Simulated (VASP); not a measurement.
Input:

```yaml
crystal:
  lattice:
    - [3.77045, 0.00000, 0.00000]
    - [0.00000, 3.69331, 0.00000]
    - [0.00000, 0.00000, 4.78632]
  atoms:
    - { symbol: Sn, position: [0.50000, 0.00000, 0.76200] }
    - { symbol: Sn, position: [0.00000, 0.50000, 0.23800] }
    - { symbol: O, position: [0.50000, 0.50000, 0.00000] }
    - { symbol: O, position: [0.02312, 0.00000, 0.00000] }
```

Calculation: PBE GGA, VASP's PBE PAW potentials (set 64) (plane waves; VASP). Run with LASPH = .FALSE., 520 eV cut-off, 5×6×4 Γ-centred mesh, Gaussian smearing of 0.050 eV, potentials Sn_d O.

Give the force on each atom (eV/Å).

```
atom      Fx     Fy      Fz
----  ------  -----  ------
Sn1    0.366  0.000  -1.251
Sn2    0.059  0.000   1.157
O3     0.444  0.000   0.189
O4    -0.869  0.000  -0.095
```

Give the stress tensor in GPa (positive for a compressed cell).

```
10.98   0.00  -1.22
 0.00  12.56   0.00
-1.22   0.00   8.48
```
The pressure is its mean diagonal, 10.67 GPa.

The compound is SnO in the litharge structure. The cell was not relaxed at this level. The run is one of a series of settings (LASPH = .FALSE. against the base run), some of them coarse on purpose.
